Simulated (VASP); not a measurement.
Calculation: PBE GGA with D4 dispersion, VASP's PBE PAW potentials (set 64) (plane waves; VASP 6.6.1).

The input files of a VASP run:

### KPOINTS
```
Automatic mesh
0
Gamma
6 6 8
0 0 0
```

### INCAR
```
ALGO=Normal
EDIFF=1E-7
ENCUT=520
GGA=PE
ISIF=2
ISMEAR=-5
IVDW=13
LASPH=.TRUE.
LCHARG=.TRUE.
LEFG=.TRUE.
LORBIT=11
LREAL=.FALSE.
LWAVE=.FALSE.
NEDOS=601
NELM=100
PREC=Accurate
SYSTEM=MgH2
```

File POSCAR:
```
MgH2
1
    4.4703757565     0.0000000000     0.0000000000
    0.0000000000     4.4703757565     0.0000000000
    0.0000000000     0.0000000000     2.9871830502
Mg H
2 4
Direct
  0.0000000000   0.0000000000   0.0000000000
  0.5000000000   0.5000000000   0.5000000000
  0.3041313471   0.3041313471   0.0000000000
  0.8041313471   0.1958686529   0.5000000000
  0.1958686529   0.8041313471   0.5000000000
  0.6958686529   0.6958686529   0.0000000000
```

POTCAR, in this order: Mg H (PBE.64 set). Program: vasp_std.

The resulting files:

### OSZICAR
```
       N       E                     dE             d eps       ncg     rms          rms(c)
DAV:   1     0.284769585858E+01    0.28477E+01   -0.31362E+03   800   0.758E+02
DAV:   2    -0.181823659248E+02   -0.21030E+02   -0.20684E+02  1112   0.827E+01
DAV:   3    -0.188926240418E+02   -0.71026E+00   -0.71026E+00   984   0.214E+01
DAV:   4    -0.188940880630E+02   -0.14640E-02   -0.14640E-02  1112   0.104E+00
DAV:   5    -0.188940929998E+02   -0.49367E-05   -0.49367E-05  1016   0.457E-02    0.659E+00
DAV:   6    -0.179672585989E+02    0.92683E+00   -0.71502E-01   848   0.511E+00    0.340E+00
DAV:   7    -0.176384828609E+02    0.32878E+00   -0.97699E-01   872   0.648E+00    0.493E-01
DAV:   8    -0.176470910350E+02   -0.86082E-02   -0.18596E-02   920   0.108E+00    0.964E-02
DAV:   9    -0.176469237167E+02    0.16732E-03   -0.77638E-04  1064   0.202E-01    0.187E-02
DAV:  10    -0.176469424692E+02   -0.18753E-04   -0.39038E-05   912   0.544E-02    0.100E-02
DAV:  11    -0.176469410961E+02    0.13731E-05   -0.61158E-06   984   0.133E-02    0.177E-03
DAV:  12    -0.176469410967E+02   -0.66358E-09   -0.18707E-07   816   0.354E-03
   1 F= -.18233432E+02 E0= -.18233432E+02  d E =0.000000E+00
```

**OUTCAR**
```
------------------------ aborting loop because EDIFF is reached ----------------------------------------
  Edisp (eV):   -0.58649
  FORCE on cell =-STRESS in cart. coord.  units (eV):
  Direction    XX          YY          ZZ          XY          YZ          ZX
  --------------------------------------------------------------------------------------
  Total      -0.10500    -0.10500     0.02171     0.00000     0.00000     0.00000
  in kB      -2.81804    -2.81804     0.58273     0.00000     0.00000     0.00000
  external pressure =       -1.68 kB  Pullay stress =        0.00 kB
  volume of cell :       59.70
      direct lattice vectors                 reciprocal lattice vectors
     4.470375757  0.000000000  0.000000000     0.223694842  0.000000000  0.000000000
     0.000000000  4.470375757  0.000000000     0.000000000  0.223694842  0.000000000
     0.000000000  0.000000000  2.987183050     0.000000000  0.000000000  0.334763549
 POSITION                                       TOTAL-FORCE (eV/Angst)
 -----------------------------------------------------------------------------------
      0.00000      0.00000      0.00000         0.000000     -0.000000      0.000000
      2.23519      2.23519      1.49359         0.000000     -0.000000      0.000000
      1.35958      1.35958      0.00000        -0.000370     -0.000370     -0.000000
      3.59477      0.87561      1.49359        -0.000370      0.000370      0.000000
      0.87561      3.59477      1.49359         0.000370     -0.000370     -0.000000
      3.11079      3.11079      0.00000         0.000370      0.000370      0.000000
 -----------------------------------------------------------------------------------
    total drift:                                0.000000     -0.000000      0.000000
  FREE ENERGIE OF THE ION-ELECTRON SYSTEM (eV)
  ---------------------------------------------------
  free  energy   TOTEN  =       -18.2334324608 eV

  energy  without entropy=      -18.2334324608  energy(sigma->0) =      -18.23343246

 total charge

# of ion       s       p       d       tot
------------------------------------------
    1        0.153   0.154   0.041   0.348
    2        0.153   0.154   0.041   0.348
    3        0.576   0.002   0.000   0.579
    4        0.576   0.002   0.000   0.579
    5        0.576   0.002   0.000   0.579
    6        0.576   0.002   0.000   0.579
--------------------------------------------------
tot          2.611   0.317   0.083   3.011

 Electric field gradients after diagonalization (V/A^2)
 (convention: |V_zz| > |V_xx| > |V_yy|)
----------------------------------------------------------------------
 ion       V_xx      V_yy      V_zz     asymmetry (V_yy - V_xx)/ V_zz
----------------------------------------------------------------------
   1      -5.715    -0.058     5.773       0.980
   2      -5.715    -0.058     5.773       0.980
   3       4.452     1.062    -5.515       0.615
   4       4.452     1.062    -5.515       0.615
   5       4.452     1.062    -5.515       0.615
   6       4.452     1.062    -5.515       0.615
```
(Selected blocks of OUTCAR.)

The compound is MgH2 in the rutile structure. It was relaxed first.
